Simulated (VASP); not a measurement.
# Te2AsP with PBEsol: from relaxation to properties, part 4 of 4

Aim: relax Te2AsP, then compute properties on the relaxed cell. The cell is invented: it takes the structure of a Materials Project entry for TeAs (space group 225 there), with some of its atoms replaced by other elements, volume scaled by an estimate. It may not be a known or stable phase.

VASP 6.6.1, plane waves and PAW; the level of theory is named at each step.

So far. Step 4 (Density, ELF and potential (PBEsol)): In this run the pressure is 0.06 GPa, with stress components up to 0.98 GPa and forces up to 0.012 eV/Å, which can come from another mesh, basis or smearing than the relaxation's or from a relaxation that stopped early. Step 5 (Band structure (PBEsol)): There is no gap at this level. The relaxed cell has a = 4.076, c = 19.695 Å (conventional setting).

### 6. Density of states (PBEsol)

Level of this step: PBEsol; plane waves and PAW (Te, As, P); invented cell (VASP).

Here the states are counted by energy and projected on the atoms. The mesh is finer than in the run before.

File INCAR:

```
SYSTEM = Te2AsP
PREC = Accurate
ENCUT = 400
EDIFF = 1E-06
NELM = 100
ISMEAR = -5
SIGMA = 0.05
LREAL = .FALSE.
ALGO = Normal
GGA = PS
NBANDS = 25
LORBIT = 11
LWAVE = .FALSE.
LCHARG = .FALSE.
KPAR = 2
NEDOS = 2001
```

File POSCAR:

```
Te2AsP
1.0
    2.0379376299      1.1766042046      6.5650566586
   -2.0379376299      1.1766042046      6.5650566586
    0.0000000000     -2.3532074751      6.5650566656
Te As P
2 1 1
Direct
    0.7533256786      0.7533256786      0.7533256786
    0.2466743214      0.2466743214      0.2466743214
    0.0000000000      0.0000000000      0.0000000000
    0.5000000000      0.5000000000      0.5000000000
```

File KPOINTS:

```
Automatic mesh
0
Gamma
10 10 10
0 0 0
```

The projector-augmented-wave data sets are Te, As and P (PBE family, release 64).

Run with:

```console
$ mpirun -np 2 vasp_std
```

Log:

```text
[... set-up lines as in an earlier step ...]
 entering main loop
       N       E                     dE             d eps       ncg     rms          rms(c)
DAV:   1     0.588544271980E+02    0.58854E+02   -0.71924E+03  5800   0.597E+02
DAV:   2    -0.135670871736E+02   -0.72422E+02   -0.69550E+02  7510   0.115E+02
DAV:   3    -0.173947946338E+02   -0.38277E+01   -0.37906E+01  7380   0.249E+01
DAV:   4    -0.174396329784E+02   -0.44838E-01   -0.44808E-01  7005   0.326E+00
DAV:   5    -0.174405487284E+02   -0.91575E-03   -0.91485E-03  7468   0.476E-01    0.131E+01
DAV:   6    -0.173450126767E+02    0.95536E-01   -0.15686E-01  6808   0.159E+00    0.766E+00
DAV:   7    -0.173443432681E+02    0.66941E-03   -0.67930E-02  7070   0.943E-01    0.164E+00
DAV:   8    -0.173419003583E+02    0.24429E-02   -0.10349E-02  6438   0.441E-01    0.511E-01
DAV:   9    -0.173418763668E+02    0.23991E-04   -0.16487E-03  7213   0.155E-01    0.218E-01
DAV:  10    -0.173418512903E+02    0.25077E-04   -0.98731E-05  7041   0.491E-02    0.409E-02
DAV:  11    -0.173418482754E+02    0.30148E-05   -0.64347E-06  7244   0.121E-02    0.166E-02
DAV:  12    -0.173418477098E+02    0.56558E-06   -0.24909E-06  6113   0.617E-03
   1 F= -.17341848E+02 E0= -.17341848E+02  d E =0.000000E+00
 -----------------------------------------------------------------------------
|                                                                             |
|           W    W    AA    RRRRR   N    N  II  N    N   GGGG   !!!           |
|           W    W   A  A   R    R  NN   N  II  NN   N  G    G  !!!           |
|           W    W  A    A  R    R  N N  N  II  N N  N  G       !!!           |
|           W WW W  AAAAAA  RRRRR   N  N N  II  N  N N  G  GGG   !            |
|           WW  WW  A    A  R   R   N   NN  II  N   NN  G    G                |
|           W    W  A    A  R    R  N    N  II  N    N   GGGG   !!!           |
|                                                                             |
|     Tetrahedron method does not include variations of the Fermi             |
|     occupations, so forces and stress will be inaccurate. We suggest        |
|     using a different smearing scheme ISMEAR = 1 or 2 for metals in         |
|     relaxations.                                                            |
|                                                                             |
 -----------------------------------------------------------------------------
```

It took 3.5 min on 2 MPI ranks of AMD EPYC 7R43, shared host; peak memory 0.8 GiB; 6.9 min of CPU time.

From OUTCAR (step 6):

```text
   k-points           NKPTS =    116   k-points in BZ     NKDIM =    116   number of bands    NBANDS=     25

   NELECT =      22.0000    total number of electrons

 E-fermi :   7.4896

 k-point     1 :       0.0000    0.0000    0.0000
  band No.  band energies     occupation
    ...
      9       5.6117      2.00000
     10       6.0198      2.00000
     11       6.0198      2.00000
     12       6.2698      2.29221
     13       6.9260      1.20208
     14       9.9865      0.00000
     15      10.0480      0.00000
     16      10.0480      0.00000
     17      12.0854      0.00000
     18      12.0854      0.00000
    ...

  Total        0.0323918      0.0323918     -0.0420517      0.0000000     -0.0000000      0.0000000
  in kB        0.5494591      0.5494592     -0.7133181      0.0000000     -0.0000000      0.0000000
  external PRESSURE =       0.1285334 kB  Pullay stress =       0.0000000 kB

 POSITION                                       TOTAL-FORCE (eV/Angst)
 -----------------------------------------------------------------------------------
      0.00000      0.00000     14.83688         0.000000      0.000000      0.010312
      0.00000      0.00000      4.85829         0.000000     -0.000000     -0.010312
      0.00000      0.00000      0.00000         0.000000     -0.000000      0.000000
      0.00000      0.00000      9.84758        -0.000000     -0.000000      0.000000
 -----------------------------------------------------------------------------------
    total drift:                                0.000000      0.000000     -0.000000

  FREE ENERGIE OF THE ION-ELECTRON SYSTEM (eV)
  ---------------------------------------------------
  free  energy   TOTEN  =       -17.3418477098 eV

  energy  without entropy=      -17.3418477098  energy(sigma->0) =      -17.34184771

[... 6 parts as in an earlier step ...]

[... 10 further parts left out ...]
```

With tetrahedra the forces and stress of a metal are not exact derivatives of the energy.

This step gave:

- irreducible k-points: 116
- free energy (TOTEN): -17.34 eV
- Fermi energy: 7.490 eV
- pressure: 0.01285 GPa
- DOS at the Fermi level, one point of the energy grid: 2.174 states/eV/cell

The density of states has structure finer than the step of the table below, so its rows give means over 0.5 eV, whole bins alone (the curve runs from -12.0 to 6.33 eV). Peaks (eV: height): total -11.96: 3.46, 2.45: 3.43, 3.21: 3.47, 3.73: 3.62; Te p -4.40: 0.761, -3.03: 0.738, -1.87: 0.789, 3.73: 0.726; As p -0.54: 0.367, 2.57: 0.404, 3.21: 0.447, 3.73: 0.433; P p 2.45: 0.369, 3.21: 0.341, 3.73: 0.356, 4.13: 0.349; Te s -11.96: 1.88, -9.68: 0.333.

States under -12.0 eV and over 6.3 eV are left out. Density of states against energy, zero at the Fermi level; means over each step; 7 of 8 lines; values in states/eV/cell:

```tsv
energy (eV)	total	Te p	As p	P p	Te s	Te d	P s
-11.5	0.456	0.00254	0.00343	0.00312	0.267	2.2e-4	0.0120
-11.0	1.57	0.0686	0.00353	0.00506	0.150	0.00367	0.191
-10.5	1.76	0.0666	0.00575	0.00797	0.257	0.00541	0.283
-10.0	1.44	0.0531	0.00815	0.00738	0.297	0.00431	0.318
-9.5	1.29	0.0424	0.00772	0.00741	0.311	0.00431	0.281
-9.0	0.755	0.0272	0.00527	0.00577	0.202	0.00182	0.164
-8.5	0.483	0.0195	0.00495	0.00380	0.135	9.1e-4	0.114
-8.0	0.325	0.0132	0.00374	0.00285	0.0950	1.8e-4	0.0714
-7.5	0.193	0.00697	0.00201	0.00177	0.0599	0	0.0408
-7.0	0.271	0.0397	0.0129	0.0122	0.0349	1.2e-4	0.0230
-6.5	0.835	0.180	0.0585	0.0570	0.0148	0.00167	0.00914
-6.0	1.27	0.287	0.0895	0.0952	0.00947	0.00415	0.00463
-5.5	1.63	0.377	0.111	0.135	0.0149	0.00704	0.00655
-5.0	2.31	0.554	0.163	0.207	0.0200	0.0106	0.00962
-4.5	2.78	0.679	0.207	0.254	0.0281	0.0146	0.0155
-4.0	2.63	0.649	0.219	0.226	0.0343	0.0171	0.0208
-3.5	2.57	0.649	0.236	0.206	0.0383	0.0200	0.0272
-3.0	2.65	0.691	0.255	0.198	0.0468	0.0227	0.0361
-2.5	2.36	0.657	0.218	0.155	0.0448	0.0223	0.0399
-2.0	2.62	0.757	0.210	0.162	0.0521	0.0272	0.0615
-1.5	2.03	0.594	0.144	0.121	0.0460	0.0220	0.0725
-1.0	0.667	0.142	0.0784	0.0678	0.0127	0.0142	0.0144
-0.5	2.36	0.393	0.328	0.296	0.0703	0.0585	0.0329
0.0	2.18	0.387	0.283	0.267	0.0805	0.0517	0.0335
0.5	1.82	0.359	0.219	0.220	0.0692	0.0413	0.0287
1.0	1.96	0.417	0.221	0.247	0.0719	0.0429	0.0319
1.5	2.01	0.447	0.235	0.248	0.0620	0.0441	0.0295
2.0	1.83	0.370	0.201	0.194	0.0415	0.0572	0.0169
2.5	3.00	0.630	0.354	0.326	0.0568	0.0886	0.0218
3.0	2.85	0.581	0.377	0.291	0.0401	0.0880	0.0208
3.5	2.69	0.523	0.330	0.266	0.0246	0.102	0.0151
4.0	3.16	0.643	0.352	0.321	0.0233	0.137	0.0136
4.5	2.52	0.450	0.229	0.226	0.0120	0.144	0.00742
5.0	2.27	0.339	0.164	0.172	0.00632	0.166	0.00479
5.5	1.95	0.240	0.120	0.119	0.00310	0.171	0.00313
6.0	1.40	0.111	0.0534	0.0386	0.00104	0.155	0.00153
```

The finer mesh and the other smearing move the Fermi level by -0.04 eV from the 7×7×7 run, a small shift, which tests the Fermi level alone. Of the states within 0.3 eV of the Fermi level, the largest shares in the PAW spheres are Te p 18 %, As p 13 % and P p 12 %. The rest lies in smaller channels or between the spheres.

### 7. Band structure (PBEsol + SOC)

This step: PBEsol, spin-orbit coupling; plane waves and PAW (Te, As, P); invented cell (VASP 6.6.1).

The mesh alone shows little of the dispersion and can miss band extrema, so KPOINTS_OPT adds a path through the symmetry points after the self-consistent cycle. Spin-orbit coupling needs spinors and the noncollinear program, where each band holds one electron.

File INCAR:

```
SYSTEM = Te2AsP
PREC = Accurate
ENCUT = 400
EDIFF = 1E-06
NELM = 100
ISMEAR = 0
SIGMA = 0.05
LREAL = .FALSE.
ALGO = Normal
GGA = PS
LNONCOLLINEAR = .TRUE.
MAGMOM = 0 0 0 0 0 0 0 0 0 0 0 0
NBANDS = 34
GGA_COMPAT = .FALSE.
LASPH = .TRUE.
LSORBIT = .TRUE.
LORBIT = 11
LWAVE = .FALSE.
LCHARG = .FALSE.
KPAR = 2
```

POSCAR is that of step 6.

File KPOINTS:

```
Automatic mesh
0
Gamma
5 5 5
0 0 0
```

File KPOINTS_OPT:

```
Line mode
16
Line-mode
Reciprocal
  0.00000000   0.00000000   0.00000000 GAMMA
  0.50000000   0.00000000   0.00000000 L

  0.50000000   0.00000000   0.00000000 L
  0.50000000   0.18808040  -0.18808040 B1

  0.81191960   0.50000000   0.18808040 B
  0.50000000   0.50000000   0.50000000 Z

  0.50000000   0.50000000   0.50000000 Z
  0.00000000   0.00000000   0.00000000 GAMMA

  0.00000000   0.00000000   0.00000000 GAMMA
  0.34404020   0.00000000  -0.34404020 X

  0.65595980   0.34404020   0.00000000 Q
  0.50000000   0.50000000   0.00000000 F

  0.50000000   0.50000000   0.00000000 F
  0.65595980   0.65595980   0.18808040 P1

  0.65595980   0.65595980   0.18808040 P1
  0.50000000   0.50000000   0.50000000 Z

  0.50000000   0.00000000   0.00000000 L
  0.81191960   0.34404020   0.34404020 P
```

Run with:

```console
$ mpirun -np 2 vasp_ncl
```

Log:

```text
[... set-up lines as in an earlier step ...]
 entering main loop
       N       E                     dE             d eps       ncg     rms          rms(c)
DAV:   1     0.737482055615E+02    0.73748E+02   -0.72840E+03  1292   0.880E+02
DAV:   2    -0.116299047289E+02   -0.85378E+02   -0.81119E+02  1614   0.153E+02
DAV:   3    -0.175253031835E+02   -0.58954E+01   -0.57449E+01  1578   0.403E+01
DAV:   4    -0.176338820406E+02   -0.10858E+00   -0.10762E+00  1578   0.627E+00
DAV:   5    -0.176363116288E+02   -0.24296E-02   -0.24272E-02  1534   0.100E+00    0.146E+01
DAV:   6    -0.175471323178E+02    0.89179E-01   -0.14095E-01  1524   0.227E+00    0.851E+00
DAV:   7    -0.175469405588E+02    0.19176E-03   -0.70204E-02  1474   0.135E+00    0.346E+00
DAV:   8    -0.175458819580E+02    0.10586E-02   -0.65753E-03  1394   0.482E-01    0.924E-01
DAV:   9    -0.175450140830E+02    0.86788E-03   -0.24536E-03  1452   0.278E-01    0.367E-01
DAV:  10    -0.175450356059E+02   -0.21523E-04   -0.64246E-04  1432   0.143E-01    0.113E-01
DAV:  11    -0.175450267591E+02    0.88467E-05   -0.31229E-05  1522   0.355E-02    0.372E-02
DAV:  12    -0.175450256872E+02    0.10719E-05   -0.34829E-06  1514   0.117E-02    0.173E-02
DAV:  13    -0.175450254016E+02    0.28562E-06   -0.10134E-06   912   0.603E-03
   1 F= -.17545025E+02 E0= -.17543210E+02  d E =-.363058E-02  mag=    -0.0000     0.0000    -0.0000
 Start KPOINTS_OPT (optional k-point list driver)
k-point batch [1-19\144]
       N       E                     dE             ncg
DAV:   1     0.240442369399E+04   -0.31265E+04     1292
DAV:   2     0.745234779403E+03   -0.16592E+04     1668
DAV:   3     0.626165300588E+03   -0.11907E+03     1634
DAV:   4     0.623548403316E+03   -0.26169E+01     1542
DAV:   5     0.623484905951E+03   -0.63497E-01     1624
DAV:   6     0.623482918367E+03   -0.19876E-02     1514
DAV:   7     0.623482821258E+03   -0.97109E-04     1664
DAV:   8     0.623482816540E+03   -0.47179E-05     1244
DAV:   9     0.623482816312E+03   -0.22749E-06     1002
[...]
k-point batch [134-144\144]
       N       E                     dE             ncg
DAV:   1     0.443382476897E+04   -0.50443E+04      748
DAV:   2     0.350217587422E+04   -0.93165E+03      956
DAV:   3     0.344251386062E+04   -0.59662E+02      948
DAV:   4     0.344149255631E+04   -0.10213E+01      856
DAV:   5     0.344146671582E+04   -0.25840E-01      884
DAV:   6     0.344146565648E+04   -0.10593E-02      912
DAV:   7     0.344146561002E+04   -0.46457E-04      876
DAV:   8     0.344146560768E+04   -0.23461E-05      744
DAV:   9     0.344146560757E+04   -0.11152E-06      564
```

It took 13 min on 2 MPI ranks; peak memory 1.5 GiB; 25 min of CPU time.

From OUTCAR (step 7):

```text
   k-points           NKPTS =     19   k-points in BZ     NKDIM =     19   number of bands    NBANDS=     34

   NELECT =      22.0000    total number of electrons

 E-fermi :   7.5602

 k-point     1 :       0.0000    0.0000    0.0000
  band No.  band energies     occupation
    ...
     22       6.0812      1.00000
     23       6.3566      1.00000
     24       6.3566      1.00000
     25       6.9270      1.00000
     26       6.9270      1.00000
     27       9.5503      0.00000
     28       9.5503      0.00000
     29      10.2447      0.00000
     30      10.2447      0.00000
     31      10.2827      0.00000
    ...

  Total        0.5358875      0.5358876     -0.2021268     -0.0000000     -0.0000000      0.0000000
  in kB        9.0901979      9.0901988     -3.4286530     -0.0000000     -0.0000002      0.0000000
  external PRESSURE =       4.9172479 kB  Pullay stress =       0.0000000 kB

 POSITION                                       TOTAL-FORCE (eV/Angst)
 -----------------------------------------------------------------------------------
      0.00000      0.00000     14.83688        -0.000000      0.000000      0.008204
      0.00000      0.00000      4.85829        -0.000000     -0.000000     -0.008204
      0.00000      0.00000      0.00000        -0.000000     -0.000000     -0.000000
      0.00000      0.00000      9.84758         0.000000      0.000000      0.000000
 -----------------------------------------------------------------------------------
    total drift:                                0.000000      0.000000     -0.000000

  FREE ENERGIE OF THE ION-ELECTRON SYSTEM (eV)
  ---------------------------------------------------
  free  energy   TOTEN  =       -17.5450254016 eV

  energy  without entropy=      -17.5413948186  energy(sigma->0) =      -17.54321011

 Spin-Orbit-Coupling matrix elements
 Ion:    1  E_soc:     -0.2006288
 Ion:    2  E_soc:     -0.2006288
 Ion:    3  E_soc:     -0.0289354
 Ion:    4  E_soc:     -0.0010932

 magnetization (x)
# of ion       s       p       d       tot
------------------------------------------
    1        0.000  -0.000   0.000  -0.000
    2        0.000  -0.000   0.000  -0.000
    3       -0.000   0.000   0.000  -0.000
    4        0.000   0.000   0.000   0.000
--------------------------------------------------
tot         -0.000  -0.000   0.000  -0.000

 magnetization (y)
# of ion       s       p       d       tot
------------------------------------------
    1        0.000   0.000   0.000   0.000
    2        0.000   0.000   0.000   0.000
    3       -0.000   0.000   0.000  -0.000
    4        0.000   0.000   0.000   0.000
--------------------------------------------------
tot         -0.000   0.000   0.000   0.000

 magnetization (z)
# of ion       s       p       d       tot
------------------------------------------
    1        0.000   0.000   0.000   0.000
    2        0.000   0.000   0.000   0.000
    3        0.000   0.000   0.000   0.000
    4        0.000   0.000   0.000   0.000
--------------------------------------------------
tot          0.000   0.000   0.000   0.000

[... 6 parts as in an earlier step ...]

[... 10 further parts left out ...]
```

LASPH is on here and off in scalar runs of this session, so a comparison with those holds both changes.

This step gave:

- SCF cycles: 13
- bands: 34
- irreducible k-points: 19
- free energy (TOTEN): -17.55 eV
- energy at zero smearing: -17.54 eV
- Fermi energy: 7.560 eV
- pressure: 0.4917 GPa

On-site spin-orbit energy by atom:

```tsv
atom	on-site spin-orbit energy (eV)
Te1	-0.201
Te2	-0.201
As3	-0.029
P4	-0.001
```

The electronic bands at the labelled points (eV, zero at the Fermi level; # counts the bands kept in this run, so #1 is VASP's band 5):

```tsv
point	#17	#18	#19	#20	#21	#22	#23	#24
Γ	-1.48	-1.48	-1.20	-1.20	-0.63	-0.63	1.99	1.99
0.47 of the way	-0.56	-0.56	0.42	0.42	1.20	1.20	2.05	2.05
L	1.68	1.68	1.76	1.76	2.26	2.26	2.38	2.38
0.47 of the way	-0.47	-0.47	-0.36	-0.36	3.29	3.29	3.43	3.43
B1	0.71	0.71	0.77	0.77	2.55	2.55	2.77	2.77
jump to B	0.71	0.71	0.77	0.77	2.55	2.55	2.77	2.77
0.47 of the way	1.08	1.08	1.18	1.18	1.75	1.75	1.83	1.83
Z	0.10	0.10	0.16	0.16	0.50	0.50	0.56	0.56
0.47 of the way	-0.90	-0.90	-0.60	-0.60	-0.07	-0.07	1.27	1.27
Γ	-1.48	-1.48	-1.20	-1.20	-0.63	-0.63	1.99	1.99
0.47 of the way	-0.95	-0.95	-0.65	-0.65	-0.19	-0.19	3.12	3.12
X	-0.88	-0.88	1.42	1.42	2.26	2.26	3.33	3.33
jump to Q	-0.88	-0.88	1.42	1.42	2.26	2.26	3.33	3.33
0.47 of the way	-1.07	-1.07	1.11	1.11	1.52	1.52	2.60	2.60
F	-1.45	-1.45	-1.07	-1.07	-0.50	-0.50	1.67	1.67
0.53 of the way	-1.14	-1.14	-0.55	-0.55	-0.02	-0.02	1.73	1.73
P1	-0.70	-0.70	-0.05	-0.05	0.83	0.83	1.88	1.88
0.47 of the way	-1.19	-1.19	-0.33	-0.33	2.06	2.06	2.58	2.58
Z	0.10	0.10	0.16	0.16	0.50	0.50	0.56	0.56
jump to L	1.68	1.68	1.76	1.76	2.26	2.26	2.38	2.38
0.47 of the way	0.55	0.55	1.19	1.19	2.34	2.34	2.71	2.71
P	-0.70	-0.70	-0.05	-0.05	0.83	0.83	1.88	1.88
```

Of the projections kept (Te, As, P), the largest for each band there, as a share of the weight inside these atoms' spheres; weight between the spheres isn't counted:

```tsv
point	#17	#18	#19	#20	#21	#22	#23	#24
Γ	As 0.59	As 0.59	Te 0.63	Te 0.63	Te 0.42	Te 0.42	Te 0.49	Te 0.49
L	Te 0.50	Te 0.50	Te 0.52	Te 0.52	Te 0.49	Te 0.49	As 0.49	As 0.49
B1	Te 0.50	Te 0.50	Te 0.50	Te 0.50	P 0.49	P 0.49	Te 0.51	Te 0.51
B	Te 0.50	Te 0.50	Te 0.50	Te 0.50	P 0.49	P 0.49	Te 0.51	Te 0.51
Z	As 0.59	As 0.59	Te 0.53	Te 0.53	As 0.52	As 0.52	Te 0.63	Te 0.63
Γ	As 0.59	As 0.59	Te 0.63	Te 0.63	Te 0.42	Te 0.42	Te 0.49	Te 0.49
```

At these settings, which differ from those of the relaxation, the cell is under a pressure of 0.5 GPa.

### 8. What came out

| Item | Value |
| --- | --- |
| relaxed volume | 23.61 Å³/atom |
| relaxed conventional cell a, b, c | 4.076, 4.076, 19.695 Å; angles 90.0, 90.0, 120.0° |
| space group after relaxing, within 0.02 Å | R-3m (No. 166) |
| band gap | none, a metal |
| DOS at the Fermi level | 2.17 states/eV/cell |
| band gap (PBEsol + SOC) | none, a metal |

**Reading.** With PBEsol, Te2AsP relaxes to 23.61 Å³/atom in space group R-3m (held by the symmetry of the run) and comes out as a metal. Band structure (PBEsol): Of the bands kept, 3 cross the Fermi level on this path. Band structure (PBEsol + SOC): Of the bands kept, 6 cross the Fermi level on this path (spinor bands, one electron each). LASPH was switched on together with spin-orbit coupling, so shifts put down to the coupling hold both changes, and that of the mesh where it differs. The k-sampling is coarse for a metal, so the Fermi level, pressures and the shape of the cell carry errors. No search among competing phases was made. All values are for a static lattice at zero temperature.

[Lines on the potential files, build, host, timing and source positions are cut from VASP's logs without a mark.]

[Logs are printed without paths, hosts, clocks, repeated set-up lines and the standing remarks that a program may print on its own settings, such as how far it seeks lower states.]

[Hosts, paths, dates, database ids (printed as entryN), source tags and the programs' standing remarks are cut or masked in the printed files.]

[A measured line is paired with the nearest computed mode of its activity, which favours agreement.]

[In band tables of VASP the shares of atoms and orbitals are scaled to a sum of 1 inside the atoms' spheres.]
